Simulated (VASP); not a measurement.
OSZICAR of a VASP run on Rb (bcc):

OSZICAR:
```
       N       E                     dE             d eps       ncg     rms          rms(c)
DAV:   1     0.306619892619E+02    0.30662E+02   -0.45768E+03  1672   0.957E+02
DAV:   2     0.129580839172E+01   -0.29366E+02   -0.29076E+02  2104   0.140E+02
DAV:   3     0.766396327336E+00   -0.52941E+00   -0.52536E+00  2280   0.216E+01
DAV:   4     0.760114095783E+00   -0.62822E-02   -0.62802E-02  2432   0.152E+00
DAV:   5     0.760092314776E+00   -0.21781E-04   -0.21780E-04  2344   0.693E-02    0.407E+00
DAV:   6     0.803800949396E+00    0.43709E-01   -0.74577E-02  1728   0.188E+00    0.248E+00
DAV:   7     0.810032161328E+00    0.62312E-02   -0.70187E-02  2480   0.180E+00    0.652E-01
DAV:   8     0.809601909403E+00   -0.43025E-03   -0.48074E-03  1824   0.736E-01    0.823E-02
DAV:   9     0.809684373844E+00    0.82464E-04   -0.27575E-04  2096   0.160E-01    0.409E-02
DAV:  10     0.809688972223E+00    0.45984E-05   -0.26271E-05  2504   0.441E-02    0.486E-03
DAV:  11     0.809689092956E+00    0.12073E-06   -0.93192E-07  1304   0.822E-03
   1 F= 0.41101987E+01 E0= 0.41104526E+01  d E =0.411020E+01
       N       E                     dE             d eps       ncg     rms          rms(c)
DAV:   1     0.738487811818E+00   -0.71201E-01   -0.35584E-01  1832   0.454E+00    0.596E-01
DAV:   2     0.750956438963E+00    0.12469E-01   -0.28863E-02  1736   0.147E+00    0.278E-01
DAV:   3     0.754000968881E+00    0.30445E-02   -0.17448E-02  2408   0.860E-01    0.610E-02
DAV:   4     0.753948646682E+00   -0.52322E-04   -0.21143E-04  1736   0.144E-01    0.357E-02
DAV:   5     0.753877546317E+00   -0.71100E-04   -0.23656E-04  2368   0.157E-01    0.225E-02
DAV:   6     0.753914729057E+00    0.37183E-04   -0.17909E-05  2656   0.483E-02    0.198E-02
DAV:   7     0.753865841640E+00   -0.48887E-04   -0.61653E-05  2448   0.824E-02    0.361E-04
DAV:   8     0.753865799104E+00   -0.42536E-07   -0.10682E-07   976   0.324E-03
   2 F= 0.41092169E+01 E0= 0.41091061E+01  d E =-.981833E-03
```

**Question.** Which electronic solver shows in the log?

**Answer.** It is blocked Davidson (ALGO = Normal, or the opening steps of other solvers). The INCAR had ALGO = Normal.

**Question.** Can the final energy be trusted as converged?

**Answer.** The run converged. It stopped with EDIFF = 1E-6, NELM = 100, NSW = 40 and EDIFFG = -0.02 after 2 ionic steps (PBEsol GGA, plane waves, VASP's PBE PAW potentials (set 64)).

The compound is Rb in the bcc structure. This run relaxes it under an external pressure of 20 GPa. Symmetry was kept, so distortions that lower it aren't found.
